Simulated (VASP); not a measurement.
A run of VASP 6.6.1 is set up as follows.

File INCAR:

```
PREC     = Accurate       # precision mode
ENCUT    = 520            # plane-wave cutoff, eV
EDIFF    = 1E-7           # SCF threshold, eV
ISMEAR   = 0              # smearing method
SIGMA    = 0.03           # smearing width, eV
LREAL    = F              # projectors in reciprocal space
LASPH    = T              # aspherical terms in the spheres
NELM     = 100            # most SCF steps
ALGO     = Fast           # electronic algorithm
ISIF     = 2              # what is computed and relaxed
LWAVE    = F              # write WAVECAR
LCHARG   = F              # write CHGCAR
GGA      = PE             # functional
KPAR     = 4
```

Contents of KPOINTS:

```
regular mesh
0
Gamma
  8 8 2
```

File POSCAR:

```
SnTeS4
1.0
    3.7609660000      0.0000000000      0.0000000000
   -1.8804830000      3.2570920000      0.0000000000
    0.0000000000      0.0000000000     13.5761500000
Sn Te S
1 1 4
Direct
    0.0000000000      0.0000000000      0.5000000000
    0.0000000000      0.0000000000      0.0000000000
    0.6666670000      0.3333330000      0.8842050000
    0.6666670000      0.3333330000      0.3926370000
    0.3333330000      0.6666670000      0.6073630000
    0.3333330000      0.6666670000      0.1157950000
```

Contents of KPOINTS_OPT:

```
path GMKGALHA,LM,KH
15
line-mode
reciprocal
 0.0000000000  0.0000000000  0.0000000000  G
 0.5000000000  0.0000000000  0.0000000000  M

 0.5000000000  0.0000000000  0.0000000000  M
 0.3333333333  0.3333333333  0.0000000000  K

 0.3333333333  0.3333333333  0.0000000000  K
 0.0000000000  0.0000000000  0.0000000000  G

 0.0000000000  0.0000000000  0.0000000000  G
 0.0000000000  0.0000000000  0.5000000000  A

 0.0000000000  0.0000000000  0.5000000000  A
 0.5000000000  0.0000000000  0.5000000000  L

 0.5000000000  0.0000000000  0.5000000000  L
 0.3333333333  0.3333333333  0.5000000000  H

 0.3333333333  0.3333333333  0.5000000000  H
 0.0000000000  0.0000000000  0.5000000000  A

 0.5000000000  0.0000000000  0.5000000000  L
 0.5000000000  0.0000000000  0.0000000000  M

 0.3333333333  0.3333333333  0.0000000000  K
 0.3333333333  0.3333333333  0.5000000000  H
```

Potentials or basis: VASP PAW PBE potentials, release 64 (Sn_d, Te, S).

Launch:

```bash
$ cat potpaw_PBE.64/Sn_d/POTCAR potpaw_PBE.64/Te/POTCAR potpaw_PBE.64/S/POTCAR > POTCAR
$ mpirun -np 4 vasp_std > vasp.out
```

Predict the band gap along the path.

0.62 eV, indirect (least direct gap 1.26 eV).

Predict the pressure.

0.0 GPa.

What does it give for the band gap on the k mesh?

0.64 eV, indirect (least direct gap 1.26 eV).

Forces in eV/Å, atoms in the order of the input:
```
Sn   0.000  0.000  0.000
Te   0.000  0.000  0.000
S    0.000  0.000  0.003
S    0.000  0.000  0.001
S    0.000  0.000 -0.001
S    0.000  0.000 -0.003
```

Caveat: spin-orbit coupling is left out, which moves the levels of the heavy elements; this functional lacks dispersion, which binds the layers, so the pressure and a relaxed spacing across them are unreliable.
